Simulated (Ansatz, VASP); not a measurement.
# Zn27Ge16O59 (glassy 63ZnO-37GeO2 (mol %)) in two plane-wave programs, part 2 of 2

Wanted: the spread between two codes on one cell, functional and k mesh. Of the first pair: The cell is taken from a series of runs on this material, whose earlier steps may have relaxed, scaled, displaced or heated it; both programs get it as it stands.

VASP 6.6.1 and Ansatz 0.2.0.

So far. Step 2 (VASP: single point, PBE, pair 1): The run ends at a pressure of 0.69 GPa, with forces up to 0.67 eV/Å.

### 6. VASP: single point, PBE, start cell, pair 2

Level of this step: PBE, zero-moment start; plane waves and PAW (Zn, Ge_d, O) (VASP).

The same cell, functional, mesh and smearing now go to VASP, with its own data sets.

File INCAR:

```
SYSTEM = Zn27Ge16O59
PREC = Accurate
ENCUT = 520
EDIFF = 1E-06
NELM = 200
ISMEAR = -1
SIGMA = 0.01
LREAL = Auto
ALGO = Normal
GGA = PE
NELECT = 903
NBANDS = 528
ISPIN = 2
MAGMOM = 0 0 0 0 0 0 0 0 0 0 0 0 0 0 0 0 0 0 0 0 0 0 0 0 0 0 0 0 0 0 0 0 0 0 0 0 0 0 0 0 0 0 0 0 0 0 0 0 0 0 0 0 0 0 0 0 0 0 0 0 0 0 0 0 0 0 0 0 0 0 0 0 0 0 0 0 0 0 0 0 0 0 0 0 0 0 0 0 0 0 0 0 0 0 0 0 0 0 0 0 0 0
LORBIT = 11
LWAVE = .FALSE.
LCHARG = .FALSE.
ISIF = 2
LASPH = .TRUE.
GGA_COMPAT = .FALSE.
NCORE = 2
```

File POSCAR:

```
Zn27Ge16O59
1.0
   11.1778700000      0.0000000000      0.0000000000
    0.0000000000     11.1778700000      0.0000000000
    0.0000000000      0.0000000000     11.1778700000
Zn Ge O
27 16 59
Direct
    0.4154816615      0.3126713766      0.2500118538
    0.5079679760      0.7974327846      0.3270301050
    0.7192783598      0.4867027439      0.0581774524
    0.8116483731      0.0774297787      0.4893866184
    0.4094339977      0.1778782541      0.4936539788
    0.4888677360      0.3154178748      0.9943218162
    0.8138044189      0.8230816784      0.6300395335
    0.2462991608      0.5059819089      0.2384980323
    0.2102189415      0.8706488803      0.2327903259
    0.9859212891      0.4282926890      0.3617594408
    0.0550820505      0.0309540190      0.1026939837
    0.2553796027      0.3859322035      0.4652228018
    0.9163999939      0.5989960520      0.5738123632
    0.6640442231      0.2966307534      0.3966140240
    0.8241910131      0.6402561490      0.8195300178
    0.0355166056      0.2542792142      0.9633141198
    0.3136733564      0.3290340646      0.7362225540
    0.5954622840      0.7056711162      0.5783660035
    0.0970041698      0.8298808270      0.6625323071
    0.5786880685      0.1224025686      0.2068193672
    0.0246290215      0.6634895557      0.3298123882
    0.7127654911      0.5818013629      0.3624930331
    0.9857781491      0.5114659591      0.0817239778
    0.1487582160      0.1861088025      0.3098175234
    0.3368441394      0.6226230937      0.7240377639
    0.0324301499      0.9145033893      0.4263960844
    0.7863036518      0.8415109498      0.3381234529
    0.7263906272      0.3600685998      0.8092418323
    0.5941024542      0.8739410997      0.1030786724
    0.0981940209      0.5291795306      0.8325915402
[... 66 atom lines left out ...]
    0.8441500930      0.0701475326      0.8569342818
    0.4238642961      0.4904512219      0.2674301991
    0.4494416199      0.0529438972      0.5951312728
    0.9657832843      0.7835034761      0.5503374078
    0.2287734604      0.7202713934      0.6273467127
    0.7540613731      0.6547311787      0.6462232966
```

File KPOINTS:

```
Automatic mesh
0
Gamma
1 1 1
0 0 0
```

PAW data sets: Zn, Ge_d and O (PBE family, release 64).

Command:

```console
$ mpirun -np 8 vasp_gam
```

Numbers of over 12 decimals in the logs are rounded to 6 here.

Output:

```text
[... set-up lines as in an earlier step ...]
 entering main loop
       N       E                     dE             d eps       ncg     rms          rms(c)
DAV:   1     0.243563891651E+05    0.24356E+05   -0.33600E+05  2352   0.393E+03
DAV:   2     0.574854231323E+04   -0.18608E+05   -0.17594E+05  2112   0.104E+03
DAV:   3     0.300840692241E+03   -0.54477E+04   -0.50823E+04  2208   0.383E+02
DAV:   4    -0.577100072289E+03   -0.87794E+03   -0.85832E+03  2344   0.169E+02
DAV:   5    -0.633905829965E+03   -0.56806E+02   -0.55921E+02  2416   0.458E+01BRMIX: very serious problems
 the old and the new charge density differ
 old charge density:   902.00000 new  903.00001
    0.672E+01
DAV:   6    -0.527388979181E+03    0.10652E+03   -0.30116E+02  3664   0.101E+02    0.324E+01
DAV:   7    -0.538521314732E+03   -0.11132E+02   -0.14572E+02  2360   0.192E+01    0.242E+01
DAV:   8    -0.539341798044E+03   -0.82048E+00   -0.42604E+01  3336   0.272E+01    0.113E+01
DAV:   9    -0.536300941768E+03    0.30409E+01   -0.10529E+01  3424   0.176E+01    0.401E+00
[...]
DAV:  20    -0.536398535323E+03   -0.16436E-05   -0.28065E-05  2608   0.169E-02    0.131E-02
DAV:  21    -0.536398534390E+03    0.93295E-06   -0.12680E-05  2608   0.184E-02    0.833E-03
DAV:  22    -0.536398535019E+03   -0.62873E-06   -0.78917E-06  2104   0.774E-03
   1 F= -.53639854E+03 E0= -.53639161E+03  d E =-.138591E-01  mag=    -0.0232
```

From OUTCAR (step 6):

```text
  FREE ENERGIE OF THE ION-ELECTRON SYSTEM (eV)
  ---------------------------------------------------
  free  energy   TOTEN  =      -536.3985350185 eV

  energy  without entropy=     -536.3846759605  energy(sigma->0) =     -536.39160549

 magnetization (x)
# of ion       s       p       d       tot
------------------------------------------
    1       -0.000  -0.000  -0.000  -0.000
    2       -0.000  -0.000  -0.000  -0.000
    3       -0.000  -0.000  -0.000  -0.000
    4       -0.000  -0.000  -0.000  -0.000
    5       -0.000  -0.000  -0.000  -0.000
    6       -0.000  -0.000   0.000  -0.000
    7       -0.000  -0.000   0.000  -0.000
    8       -0.000  -0.000  -0.000  -0.000
    9       -0.000  -0.000  -0.000  -0.000
   10       -0.000  -0.000  -0.000  -0.000
   11       -0.000  -0.000   0.000  -0.000
   12       -0.000  -0.000  -0.000  -0.000
   13       -0.000  -0.000   0.000  -0.000
[...]
--------------------------------------------------
tot         -0.009  -0.000  -0.000  -0.010
```

This run allows spin, but its moments start at zero, where symmetry between the spins tends to hold them. Its electron count is odd, so without a moment it is a metal by construction.

### 7. Differences

What differs besides the data sets and the points named for the pairs above, as far as they apply: the cutoff is 420 eV in Ansatz and 520 eV in VASP (PREC = Accurate, projectors in real space). Total energies have different zeros and are not compared.

Forces on 9 of the 102 atoms, those with the largest forces and the largest differences (eV/Å; atoms numbered as in POSCAR):

```csv
atom,"Ansatz x, y, z","VASP x, y, z"
Zn6,"-0.018, -0.020, -0.065","0.000, -0.005, -0.127"
O59,"-0.001, 0.014, -0.027","0.024, -0.034, -0.129"
O64,"0.055, 0.013, 0.012","-0.021, -0.019, 0.074"
O68,"0.001, 0.009, -0.026","0.032, 0.046, -0.104"
O73,"-0.048, -0.009, 0.015","-0.128, 0.003, 0.067"
O77,"0.088, 0.078, 0.031","0.088, 0.033, 0.058"
O81,"0.058, -0.041, -0.097","0.058, -0.033, -0.092"
O96,"0.069, 0.034, -0.080","0.039, 0.066, -0.032"
O99,"-0.039, 0.014, -0.016","0.015, -0.067, 0.059"
```

The forces differ by 31 meV/Å r.m.s., which is 81.1 % of the r.m.s. force of 0.038 eV/Å (both taken over all components). Moments aren't recorded for both runs of this pair, so they may hold unlike magnetic states. The cell carries a charge of -1 e against a uniform background, so its pressure also hangs on how the neutralising background is counted, and in a defect's cell a gap may be the spacing between its levels.

### 8. Ansatz: relaxation, PBE

This run makes the geometry at which the two programs are then compared.

The structure compared here is the end of the Ansatz relaxation.

File input.yaml:

```yaml
crystal:
  lattice:
    - [11.17787, 0.0, 0.0]
    - [0.0, 11.17787, 0.0]
    - [0.0, 0.0, 11.17787]
  atoms:
    - { symbol: Zn, position: [0.41548, 0.31267, 0.25001] }
    - { symbol: Zn, position: [0.50797, 0.79743, 0.32703] }
    - { symbol: Zn, position: [0.71928, 0.4867, 0.05818] }
    - { symbol: Zn, position: [0.81165, 0.07743, 0.48939] }
    - { symbol: Zn, position: [0.40943, 0.17788, 0.49365] }
    - { symbol: Zn, position: [0.48887, 0.31542, 0.99432] }
    - { symbol: Zn, position: [0.8138, 0.82308, 0.63004] }
    - { symbol: Zn, position: [0.2463, 0.50598, 0.2385] }
    - { symbol: Zn, position: [0.21022, 0.87065, 0.23279] }
    - { symbol: Zn, position: [0.98592, 0.42829, 0.36176] }
    - { symbol: Zn, position: [0.05508, 0.03095, 0.10269] }
    - { symbol: Zn, position: [0.25538, 0.38593, 0.46522] }
    - { symbol: Zn, position: [0.9164, 0.599, 0.57381] }
    - { symbol: Zn, position: [0.66404, 0.29663, 0.39661] }
    - { symbol: Zn, position: [0.82419, 0.64026, 0.81953] }
    - { symbol: Zn, position: [0.03552, 0.25428, 0.96331] }
    - { symbol: Zn, position: [0.31367, 0.32903, 0.73622] }
    - { symbol: Zn, position: [0.59546, 0.70567, 0.57837] }
    - { symbol: Zn, position: [0.097, 0.82988, 0.66253] }
    - { symbol: Zn, position: [0.57869, 0.1224, 0.20682] }
    - { symbol: Zn, position: [0.02463, 0.66349, 0.32981] }
    - { symbol: Zn, position: [0.71277, 0.5818, 0.36249] }
    - { symbol: Zn, position: [0.98578, 0.51147, 0.08172] }
    - { symbol: Zn, position: [0.14876, 0.18611, 0.30982] }
    - { symbol: Zn, position: [0.33684, 0.62262, 0.72404] }
    - { symbol: Zn, position: [0.03243, 0.9145, 0.4264] }
    - { symbol: Zn, position: [0.7863, 0.84151, 0.33812] }
    - { symbol: Ge, position: [0.72639, 0.36007, 0.80924] }
    - { symbol: Ge, position: [0.5941, 0.87394, 0.10308] }
    - { symbol: Ge, position: [0.09819, 0.52918, 0.83259] }
[... 66 atom lines left out ...]
    - { symbol: O, position: [0.84415, 0.07015, 0.85693] }
    - { symbol: O, position: [0.42386, 0.49045, 0.26743] }
    - { symbol: O, position: [0.44944, 0.05294, 0.59513] }
    - { symbol: O, position: [0.96578, 0.7835, 0.55034] }
    - { symbol: O, position: [0.22877, 0.72027, 0.62735] }
    - { symbol: O, position: [0.75406, 0.65473, 0.64622] }
total_charge: -1
kpoints:
  mp_grid: { grid: [1, 1, 1] }
hamiltonian:
  xc: pbe
  pseudopotentials: { kind: paw, azcp: { folder: soft_1 } }
scf:
  occupations: { method: fermi_dirac, width: 0.01 }
  lower_state_search: "off"
output:
  forces: true
magnetization:
  spin_polarized: true
  initial_magnetization: 1
relax:
  f_tol: 0.05
  max_steps: 90
```

Command:

```console
$ ansatz run input.yaml --threads 4 --pin off --max-ram 8192MiB --backend cpu --events-out ev --progress --plain --runs-dir out
```

Output:

```text
[...]
Crystal: 102 atoms, lattice volume = 1396.616 Å³
Basis set: ecut = 420 eV, 27201 PW (Γ), exchange–correlation on 150×150×150 points (8 copies of the dense FFT grid, shifted against one another)
Bands: 554, of which v1, the nominal top of the filled ones, is band 452 counted from 1 (451 counted from 0)
Symmetry: 1 space group operations
[...]
k-points: 1
[...]
Starting moments: Σ|m| = 1 μB on 102 of 102 sites
[...]
- { symbol: O, position: [0.130360, 0.022152, 0.258979] }
    - { symbol: O, position: [0.954637, 0.903479, 0.019506] }
    - { symbol: O, position: [0.223353, 0.552296, 0.432615] }
    - { symbol: O, position: [0.878589, 0.643576, 0.019703] }
    - { symbol: O, position: [0.568944, 0.837486, 0.950312] }
    - { symbol: O, position: [0.341288, 0.974217, 0.869552] }
    - { symbol: O, position: [0.156038, 0.127395, 0.978944] }
[...]
- { symbol: O, position: [0.448968, 0.052584, 0.595023] }
    - { symbol: O, position: [0.965702, 0.783845, 0.549963] }
    - { symbol: O, position: [0.228828, 0.720079, 0.627773] }
    - { symbol: O, position: [0.754168, 0.655094, 0.646212] }
```

### 9. VASP: single point, PBE, relaxed cell, pair 3

The same cell, functional, mesh and smearing now go to VASP, with its own data sets.

INCAR is that of step 6.

File POSCAR:

```
Zn27Ge16O59
1.0
   11.1778700000      0.0000000000      0.0000000000
    0.0000000000     11.1778700000      0.0000000000
    0.0000000000      0.0000000000     11.1778700000
Zn Ge O
27 16 59
Direct
    0.4152600000      0.3126000000      0.2504400000
    0.5079200000      0.7979300000      0.3274100000
    0.7193800000      0.4870500000      0.0579900000
    0.8120000000      0.0780000000      0.4891200000
    0.4087100000      0.1776900000      0.4935700000
    0.4887100000      0.3157200000      0.9935900000
    0.8137100000      0.8235700000      0.6296900000
    0.2462200000      0.5058000000      0.2387200000
    0.2126500000      0.8715300000      0.2332100000
    0.9863500000      0.4283000000      0.3619100000
    0.0556000000      0.0309800000      0.1031200000
    0.2538100000      0.3855600000      0.4659400000
    0.9162800000      0.5993500000      0.5736200000
    0.6639700000      0.2969200000      0.3966500000
    0.8239600000      0.6408100000      0.8194200000
    0.0341700000      0.2533100000      0.9617500000
    0.3129500000      0.3288500000      0.7356300000
    0.5952900000      0.7059500000      0.5783600000
    0.0968600000      0.8295600000      0.6625400000
    0.5782800000      0.1225400000      0.2068400000
    0.0252100000      0.6634500000      0.3300100000
    0.7128200000      0.5820000000      0.3625700000
    0.9855500000      0.5112600000      0.0815200000
    0.1483000000      0.1862400000      0.3100600000
    0.3370700000      0.6217600000      0.7240500000
    0.0330100000      0.9146100000      0.4255200000
    0.7869000000      0.8417200000      0.3381100000
    0.7265200000      0.3600500000      0.8092100000
    0.5938000000      0.8739300000      0.1031800000
    0.0976800000      0.5292500000      0.8326800000
[... 66 atom lines left out ...]
    0.8446300000      0.0708400000      0.8567200000
    0.4241300000      0.4905000000      0.2677400000
    0.4489700000      0.0525800000      0.5950200000
    0.9657000000      0.7838500000      0.5499600000
    0.2288300000      0.7200800000      0.6277700000
    0.7541700000      0.6550900000      0.6462100000
```

KPOINTS is that of step 6.

Command:

```console
$ mpirun -np 8 vasp_gam
```

Output:

```text
[... set-up lines as in an earlier step ...]
 entering main loop
       N       E                     dE             d eps       ncg     rms          rms(c)
DAV:   1     0.243857004367E+05    0.24386E+05   -0.33657E+05  2368   0.393E+03
DAV:   2     0.577954436755E+04   -0.18606E+05   -0.17545E+05  2112   0.106E+03
DAV:   3     0.317684551305E+03   -0.54619E+04   -0.51067E+04  2200   0.383E+02
DAV:   4    -0.574364987056E+03   -0.89205E+03   -0.87170E+03  2312   0.170E+02
DAV:   5    -0.633714222832E+03   -0.59349E+02   -0.58273E+02  2440   0.465E+01BRMIX: very serious problems
 the old and the new charge density differ
 old charge density:   902.00000 new  903.00000
    0.671E+01
DAV:   6    -0.527379668945E+03    0.10633E+03   -0.30128E+02  3680   0.101E+02    0.323E+01
DAV:   7    -0.538556328636E+03   -0.11177E+02   -0.14607E+02  2360   0.193E+01    0.242E+01
DAV:   8    -0.539343087755E+03   -0.78676E+00   -0.42713E+01  3296   0.273E+01    0.112E+01
DAV:   9    -0.536328591843E+03    0.30145E+01   -0.10446E+01  3416   0.175E+01    0.407E+00
[...]
DAV:  20    -0.536413999821E+03   -0.76464E-06   -0.28128E-05  2552   0.172E-02    0.125E-02
DAV:  21    -0.536413998612E+03    0.12087E-05   -0.11709E-05  2576   0.182E-02    0.827E-03
DAV:  22    -0.536413998615E+03   -0.25757E-08   -0.73243E-06  2096   0.734E-03
   1 F= -.53641400E+03 E0= -.53640707E+03  d E =-.138629E-01  mag=    -0.0029
```

Parts of OUTCAR (step 9):

```text
  FREE ENERGIE OF THE ION-ELECTRON SYSTEM (eV)
  ---------------------------------------------------
  free  energy   TOTEN  =      -536.4139986150 eV

  energy  without entropy=     -536.4001357268  energy(sigma->0) =     -536.40706717

 magnetization (x)
# of ion       s       p       d       tot
------------------------------------------
    1       -0.000  -0.000  -0.000  -0.000
    2       -0.000  -0.000  -0.000  -0.000
    3       -0.000  -0.000  -0.000  -0.000
    4       -0.000  -0.000  -0.000  -0.000
    5       -0.000  -0.000  -0.000  -0.000
    6       -0.000  -0.000  -0.000  -0.000
    7       -0.000  -0.000   0.000  -0.000
    8       -0.000  -0.000  -0.000  -0.000
    9       -0.000  -0.000  -0.000  -0.000
   10       -0.000  -0.000  -0.000  -0.000
   11       -0.000  -0.000   0.000  -0.000
   12       -0.000  -0.000  -0.000  -0.000
   13       -0.000  -0.000   0.000  -0.000
[...]
--------------------------------------------------
tot         -0.001  -0.000  -0.000  -0.001
```

The run ends at a pressure of 1.96 GPa, with forces up to 0.13 eV/Å.

### 10. Comparison

Forces on 7 of the 102 atoms, those with the largest forces and the largest differences (eV/Å; atoms numbered as in POSCAR):

```csv
atom,"Ansatz x, y, z","VASP x, y, z"
O59,"-0.008, 0.002, 0.000","0.015, -0.045, -0.100"
O64,"-0.004, -0.009, 0.010","-0.080, -0.042, 0.076"
O65,"0.009, 0.013, 0.006","0.030, 0.095, 0.053"
O70,"0.006, 0.011, 0.003","0.037, 0.089, -0.055"
O73,"0.001, 0.003, 0.006","-0.074, 0.016, 0.056"
O74,"-0.002, -0.015, -0.009","-0.019, -0.081, -0.048"
O99,"-0.003, -0.009, 0.005","0.052, -0.088, 0.081"
```

The forces differ by 30 meV/Å r.m.s., where the r.m.s. force is 0.007 eV/Å in Ansatz and 0.033 eV/Å in VASP: the atoms lie near their places of rest in Ansatz, so a percentage would say little (all taken over all components). The cell carries a charge of -1 e against a uniform background, so its pressure also hangs on how the neutralising background is counted, and in a defect's cell a gap may be the spacing between its levels.

### 11. Results

```
r.m.s. force difference (single point, PBE, pair 1)               : 31 meV/Å
r.m.s. force difference (single point, PBE, start cell, pair 2)   : 31 meV/Å
r.m.s. force difference (single point, PBE, relaxed cell, pair 3) : 30 meV/Å
```

The r.m.s. force difference is 31 meV/Å (single point, PBE, pair 1), beyond the 12 meV/Å picked in this series as the mark of a large difference. What causes the difference of the single point, PBE, pair 1 pair stays open here. What causes the difference of the single point, PBE, start cell, pair 2 pair stays open here. What causes the difference of the single point, PBE, relaxed cell, pair 3 pair stays open here. How closely two codes agree says nothing of how well the functional describes the real material.

[Lines on the potential files, build, host, timing and source positions are cut from VASP's logs without a mark.]

[Logs are printed without paths, hosts, clocks, repeated set-up lines and the standing remarks that a program may print on its own settings, such as how far it seeks lower states.]

[Hosts, paths, dates, database ids (printed as entryN), source tags and the programs' standing remarks are cut or masked in the printed files.]
